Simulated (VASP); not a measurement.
# Al2SiF2 (P6/mmm) in VASP: notebook

One crystal, Al2SiF2, is run at these levels: PBE; tasks: relaxation of cell and atoms.

Everything below comes from runs of VASP 6.6.1. Logs are shortened: lines on timing, memory, paths and dates and some standing lists are left out, and cuts for length are marked.

## 1. The crystal as given

The structure is hexagonal, space group P6/mmm (No. 191). The conventional cell has a = 4.357 Å, b = 4.357 Å, c = 4.981 Å, α = 90.00°, β = 90.00°, γ = 120.00°. Around Al (site symmetry -6m2) lie 3 Si at 2.52 Å and 3 Al at 2.52 Å. Around Si (site symmetry 6/mmm) lie 2 F at 1.50 Å. Around F (site symmetry 6mm) lie 1 Si at 1.50 Å.

The cell was built by a generator and needn't be a form met in nature.

## 2. Relaxation of cell and atoms, PBE

INCAR reads:

```
SYSTEM = Al2SiF2
PREC     = Normal         ! precision mode
ENCUT    = 520            ! plane-wave cutoff, eV
EDIFF    = 1E-4           ! SCF threshold, eV
ISMEAR   = 0              ! smearing method
SIGMA    = 0.15           ! smearing width, eV
LREAL    = .FALSE.        ! projectors in reciprocal space
LASPH    = .TRUE.         ! aspherical terms in the spheres
NELM     = 60             ! most SCF steps
ALGO     = Fast           ! electronic algorithm
ISIF     = 3              ! what is computed and relaxed
LWAVE    = .FALSE.        ! write WAVECAR
LCHARG   = .FALSE.        ! write CHGCAR
GGA      = PE             ! functional
IBRION   = 2              ! ionic algorithm
NSW      = 24             ! ionic steps
EDIFFG   = -0.08          ! ionic threshold
```

KPOINTS reads:

```
regular mesh
0
G
  4 4 3
  0 0 0
```

POSCAR reads:

```
Al2SiF2
1.0
    4.3574599100      0.0000000000      0.0000000000
   -2.1787299500      3.7736709800      0.0000000000
    0.0000000000      0.0000000000      4.9807568900
Al Si F
2 1 2
Direct
    0.3333333300      0.6666666700      0.5000000000
    0.6666666700      0.3333333300      0.5000000000
    0.0000000000      0.0000000000      0.5000000000
    0.0000000000      0.0000000000      0.8020316100
    0.0000000000      0.0000000000      0.1979683900
```

Potentials or basis: VASP PAW PBE potentials, release 64 (Al, Si, F).

Command:

```bash
cat potpaw_PBE.64/Al/POTCAR potpaw_PBE.64/Si/POTCAR potpaw_PBE.64/F/POTCAR > POTCAR
mpirun -np 1 vasp_std > vasp.out
```

OUTCAR:

```text
SYSTEM = Al2SiF2
   PREC = Normal
   ENCUT = 520
   EDIFF = 1E-4
   ISMEAR = 0
   LREAL = .FALSE.
   LASPH = .TRUE.
   NELM = 60
   ISIF = 3
   GGA = PE
   IBRION = 2
   NSW = 24
   EDIFFG = -0.08

 ion  position               nearest neighbor table
   1  0.333  0.667  0.500-   3 2.52   2 2.52   2 2.52   3 2.52   3 2.52   2 2.52
   2  0.667  0.333  0.500-   3 2.52   1 2.52   1 2.52   3 2.52   3 2.52   1 2.52
   3  0.000  0.000  0.500-   4 1.50   5 1.50   1 2.52   2 2.52   1 2.52   2 2.52   2 2.52   1 2.52

   4  0.000  0.000  0.802-   3 1.50
   5  0.000  0.000  0.198-   3 1.50

  LATTYP: Found a hexagonal cell.
 ALAT       =     4.3574599100
 C/A-ratio  =     1.1430413573

  Lattice vectors:

 A1 = (   4.3574599100,   0.0000000000,   0.0000000000)
 A2 = (  -2.1787299500,   3.7736709800,   0.0000000000)
 A3 = (   0.0000000000,   0.0000000000,   4.9807568900)

Analysis of symmetry for initial positions (statically):
=====================================================================
 Subroutine PRICEL returns:
 Original cell was already a primitive cell.

 Routine SETGRP: Setting up the symmetry group for a
 hexagonal supercell.

 Subroutine GETGRP returns: Found 24 space group operations
 (whereof 24 operations were pure point group operations)
 out of a pool of 24 trial point group operations.

The static configuration has the point symmetry D_6h.

Analysis of symmetry for dynamics (positions and initial velocities):
=====================================================================
 Subroutine PRICEL returns:
 Original cell was already a primitive cell.

 Routine SETGRP: Setting up the symmetry group for a
 hexagonal supercell.

 Subroutine GETGRP returns: Found 24 space group operations
 (whereof 24 operations were pure point group operations)
 out of a pool of 24 trial point group operations.

The dynamic configuration has the point symmetry D_6h.

 Subroutine INISYM returns: Found 24 space group operations
 (whereof 24 operations are pure point group operations),
 and found     1 'primitive' translations

----------------------------------------------------------------------------------------

                                     Primitive cell

  volume of cell :      81.9017

  direct lattice vectors                    reciprocal lattice vectors
     4.357459910  0.000000000  0.000000000     0.229491497  0.132496977  0.000000000
    -2.178729950  3.773670980  0.000000000     0.000000000  0.264993956  0.000000000
     0.000000000  0.000000000  4.980756890     0.000000000  0.000000000  0.200772698

  length of vectors
     4.357459910  4.357459909  4.980756890     0.264993956  0.264993956  0.200772698

  position of ions in fractional coordinates (direct lattice)
     0.333333330  0.666666670  0.500000000
     0.666666670  0.333333330  0.500000000
     0.000000000  0.000000000  0.500000000
     0.000000000  0.000000000  0.802031610
     0.000000000  0.000000000  0.197968390

  ion indices of the primitive-cell ions
   primitive index   ion index
                 1           1
                 2           2
                 3           3
                 4           4
                 5           5

----------------------------------------------------------------------------------------

 KPOINTS: regular mesh

Automatic generation of k-mesh.
 Grid dimensions read from file:
 generate k-points for:    4    4    3

 Generating k-lattice:

  Cartesian coordinates                     Fractional coordinates (reciprocal lattice)
     0.057372874  0.033124244  0.000000000     0.250000000  0.000000000  0.000000000
     0.000000000  0.066248489  0.000000000     0.000000000  0.250000000  0.000000000
     0.000000000  0.000000000  0.066924233     0.000000000  0.000000000  0.333333333

  Length of vectors
     0.066248489  0.066248489  0.066924233

  Shift w.r.t. Gamma in fractional coordinates (k-lattice)
     0.000000000  0.000000000  0.000000000

 Subroutine IBZKPT returns following result:
 ===========================================

 Found      8 irreducible k-points:

 Following reciprocal coordinates:
            Coordinates               Weight
  0.000000  0.000000  0.000000      1.000000
  0.250000  0.000000  0.000000      6.000000
  0.500000  0.000000  0.000000      3.000000
  0.250000  0.250000  0.000000      6.000000
  0.000000  0.000000  0.333333      2.000000
  0.250000  0.000000  0.333333     12.000000
  0.500000  0.000000  0.333333      6.000000
  0.250000  0.250000  0.333333     12.000000
   k-points           NKPTS =      8   k-points in BZ     NKDIM =      8   number of bands    NBANDS=     16
   number of dos      NEDOS =    301   number of ions     NIONS =      5
   total plane-waves  NPLWV =  16128
   dimension x,y,z NGX =    24 NGY =   24 NGZ =   28
   dimension x,y,z NGXF=    48 NGYF=   48 NGZF=   56
   ions per type =               2   1   2
   NGX,Y,Z   is equivalent  to a cutoff of   9.16,  9.16,  9.35 a.u.
   NGXF,Y,Z  is equivalent  to a cutoff of  18.31, 18.31, 18.69 a.u.
 SYSTEM =  Al2SiF2
   PREC   = normal    normal or accurate (medium, high low for compatibility)
   ISTART =      0    job   : 0-new  1-cont  2-samecut
   ICHARG =      2    charge: 1-file 2-atom 10-const
   ISPIN  =      1    spin polarized calculation?
   LNONCOLLINEAR =      F non collinear calculations
   LSORBIT =      F    spin-orbit coupling
   LASPH  =      T    aspherical Exc in radial PAW
   ENCUT  =  520.0 eV  38.22 Ry    6.18 a.u.   8.10  8.10  9.26*2*pi/ulx,y,z
   NELM   =     60;   NELMIN=  2; NELMDL= -5     # of ELM steps
   EDIFF  = 0.1E-03   stopping-criterion for ELM
   LREAL  =      F    real-space projection
   EDIFFG = -.8E-01   stopping-criterion for IOM
   NSW    =     24    number of steps for IOM
   IBRION =      2    ionic relax: 0-MD 1-quasi-New 2-CG
   NFREE  =      1    steps in history (QN), initial steepest desc. (CG)
   ISIF   =      3    stress and relaxation
   ISYM   =      2    0-nonsym 1-usesym 2-fastsym
   POTIM  = 0.5000    time-step for ionic-motion
   TEBEG  =    0.0;   TEEND  =   0.0 temperature during run
   PSTRESS=    0.0 pullay stress
   NELECT =      24.0000    total number of electrons
   NUPDOWN=      -1.0000    fix difference up-down
   EMIN   =  10.00;   EMAX   =-10.00  energy-range for DOS
   EFERMI =   0.00;   METHOD = LEGACY
   ISMEAR =     0;   SIGMA  =   0.15  broadening in eV -4-tet -1-fermi 0-gaus
   EFERMI_NEDOS =   21; number of points for ismear=-14 and -15
   IALGO  =     68    algorithm
   IMIX   =      4    mixing-type and parameters
     AMIX     =   0.40;   BMIX     =  1.00
     AMIX_MAG =   1.60;   BMIX_MAG =  1.00
  volume/ion in A,a.u.               =      16.38       110.54
  Fermi-wavevector in a.u.,A,eV,Ry     =   1.087379  2.054849 16.087438  1.182393
  Thomas-Fermi vector in A             =   2.223537
   LORBIT       =      0    0 simple, 1 ext, 2 COOP (PROOUT), +10 PAW based schemes
   GGA     = PE    functional components
   LHFCALC =     F    Hartree Fock is set to
   AEXX    =    0.0000 exact exchange contribution
   IVDW    =     0    specifies the selected vdW correction
   LEPSILON=     F    determine dielectric tensor
   LRPA    =     F    only Hartree local field effects (RPA)
 conjugate gradient relaxation of ions
 non-spin polarized calculation
 RMM-DIIS sequential band-by-band and
 Gauss-broadening in eV      SIGMA  =   0.15
  energy-cutoff  :      520.00
  volume of cell :       81.90
 maximum number of plane-waves:      2222
   NGX = 17   NGY = 17   NGZ = 19

--------------------------------------- Ionic step        1  -------------------------------------------

 number of electron      24.0000110 magnetization

 Free energy of the ion-electron system (eV)
  ---------------------------------------------------
  ext. energy  EPLUGINS =         0.00000000
  ---------------------------------------------------
  free energy    TOTEN  =       -18.33535831 eV

  energy without entropy =      -18.33303755  energy(sigma->0) =      -18.33419793

 E-fermi :   4.7870     XC(G=0):  -8.7664

 val. band max:        4.5499199612   @ k =   0.0000   0.0000   0.3333
 cond. band min:       5.0127187012   @ k =   0.2500   0.0000   0.0000
 fundamental gap:      0.4627987400
 Fermi energy:         4.7869815158

 k-point     1 :       0.0000    0.0000    0.0000
  band No.  band energies     occupation
      1     -22.0178      2.00000
      2     -21.0518      2.00000
      3      -6.8263      2.00000
      4      -3.1747      2.00000
      5      -3.0657      2.00000
      6      -3.0656      2.00000
[... 8 lines left out ...]
     15       6.8037      0.00000
     16       7.1447      0.00000
[... 241 lines left out ...]
  FREE ENERGIE OF THE ION-ELECTRON SYSTEM (eV)
  ---------------------------------------------------
  free  energy   TOTEN  =       -19.9896704585 eV

  energy  without entropy=      -19.9883337191  energy(sigma->0) =      -19.98900209

[... ionic steps 4 to 9 ...]

--------------------------------------- Ionic step       10  -------------------------------------------

 number of electron      23.9999963 magnetization

------------------------ aborting loop because EDIFF is reached ----------------------------------------

  FORCE on cell =-STRESS in cart. coord.  units (eV):
  Direction    XX          YY          ZZ          XY          YZ          ZX
  --------------------------------------------------------------------------------------
  -------------------------------------------------------------------------------------
  Total       -0.1067413     -0.1067413      0.7986559     -0.0000000     -0.0000000      0.0000000
  in kB       -1.6000147     -1.6000147     11.9715723     -0.0000000     -0.0000000      0.0000000
  external PRESSURE =       2.9238476 kB  Pullay stress =       0.0000000 kB
[... 63 lines left out ...]
  energy  without entropy=      -20.8005118667  energy(sigma->0) =      -20.80372516

--------------------------------------- Ionic step       12  -------------------------------------------

 number of electron      23.9999871 magnetization

 Free energy of the ion-electron system (eV)
  ---------------------------------------------------
  ext. energy  EPLUGINS =         0.00000000
  ---------------------------------------------------
  free energy    TOTEN  =       -20.81066978 eV

  energy without entropy =      -20.80258955  energy(sigma->0) =      -20.80662966

 E-fermi :   2.3288     XC(G=0):  -7.6170

 val. band max:        2.1398708138   @ k =   0.2500   0.0000   0.3333
 cond. band min:       2.4815578060   @ k =   0.2500   0.0000   0.0000
 fundamental gap:      0.3416869921
 Fermi energy:         2.3287898448

 k-point     1 :       0.0000    0.0000    0.0000
  band No.  band energies     occupation
      1     -22.0974      2.00000
      2     -21.7936      2.00000
      3      -8.0453      2.00000
      4      -4.0477      2.00000
      5      -3.9120      2.00000
      6      -3.5768      2.00000
[... 8 lines left out ...]
     15       3.7510      0.00000
     16       3.8226      0.00000
[... 163 lines left out ...]
  FREE ENERGIE OF THE ION-ELECTRON SYSTEM (eV)
  ---------------------------------------------------
  free  energy   TOTEN  =       -20.8106697753 eV

  energy  without entropy=      -20.8025895542  energy(sigma->0) =      -20.80662966

 reached required accuracy - stopping structural energy minimisation
```

Wall time 27 s (1 thread of Intel Xeon Platinum 8488C (Sapphire Rapids), shared host); peak memory 0.14 GiB.

What came out:

```yaml
Free_energy: -20.8107 eV
Relaxed_volume: 21.55 Å³/atom
Relaxed_cell: a = 4.591 Å, b = 4.591 Å, c = 5.901 Å, α = 90.00°, β = 90.00°, γ = 120.00°
Space_group_after_relaxing_to_0.05_Å: P6/mmm (No. 191)
Energy_gained_by_relaxing: 495.1 meV/atom
Ionic_steps: 12
Pressure_after_relaxing: 0.3 GPa
Largest_force_after_relaxing: 0.023 eV/Å
Band_gap_on_the_k_mesh: none (metal or under the smearing width)
```

Forces in eV/Å, atoms in the order of the input:
```
Al   0.000  0.000  0.000
Al   0.000  0.000  0.000
Si   0.000  0.000  0.000
F    0.000  0.000 -0.023
F    0.000  0.000  0.023
```

Stress tensor (GPa, compression positive):
```
0.37 0.00 0.00
0.00 0.37 0.00
0.00 0.00 0.02
```

The path:
| step | energy change (eV) | largest force (eV/Å) | pressure (GPa) | volume (Å³) |
| --- | --- | --- | --- | --- |
| 1 | 0.0000 | 5.0507 | 32.16 | 81.90 |
| 2 | 0.8866 | 4.7466 | -10.74 | 126.17 |
| 3 | -1.6543 | 4.4407 | 3.71 | 97.52 |
| 4 | -1.6765 | 4.2362 | 4.59 | 96.42 |
| 5 | -1.6873 | 3.9754 | 6.04 | 95.11 |
| 6 | -2.3917 | 1.2294 | -2.65 | 109.78 |
| 7 | -2.3920 | 1.2077 | -2.85 | 110.03 |
| 8 | -2.4326 | 0.6897 | 2.54 | 105.01 |
| 9 | -2.4663 | 0.1584 | 0.12 | 106.95 |
| 10 | -2.4663 | 0.1358 | 0.29 | 106.89 |
| 11 | -2.4716 | 0.1059 | 0.29 | 107.14 |
| 12 | -2.4753 | 0.0234 | 0.26 | 107.73 |

Final structure:
```cif
data_structure
_symmetry_space_group_name_H-M 'P 1'
_symmetry_Int_Tables_number 1
_cell_length_a 4.5914
_cell_length_b 4.5914
_cell_length_c 5.9011
_cell_angle_alpha 90.000
_cell_angle_beta 90.000
_cell_angle_gamma 120.000
_cell_volume 107.73
loop_
_atom_site_label
_atom_site_type_symbol
_atom_site_fract_x
_atom_site_fract_y
_atom_site_fract_z
_atom_site_occupancy
Al1 Al 0.33333 0.66667 0.50000 1
Al2 Al 0.66667 0.33333 0.50000 1
Si1 Si 0.00000 0.00000 0.50000 1
F1 F 0.00000 0.00000 0.78976 1
F2 F 0.00000 0.00000 0.21024 1
```

Levels at points of the mesh, in eV from the Fermi level:
```tsv
k point	band 10	band 11	band 12	band 13	band 14	band 15
(0.00, 0.00, 0.00)	-0.96	-0.96	-0.83	-0.83	-0.46	1.42
(0.50, 0.00, 0.00)	-4.19	-2.29	-1.38	1.34	2.11	3.95
```

Caveat: the k mesh is coarse (spacing up to 0.42 Å⁻¹), so the values aren't converged; the volume moved by over 15 % at a fixed basis, so the end points are rough; the relaxation stopped at a loose force limit of 0.08 eV/Å, so its end isn't a converged minimum.

[end of part 1 of 2]
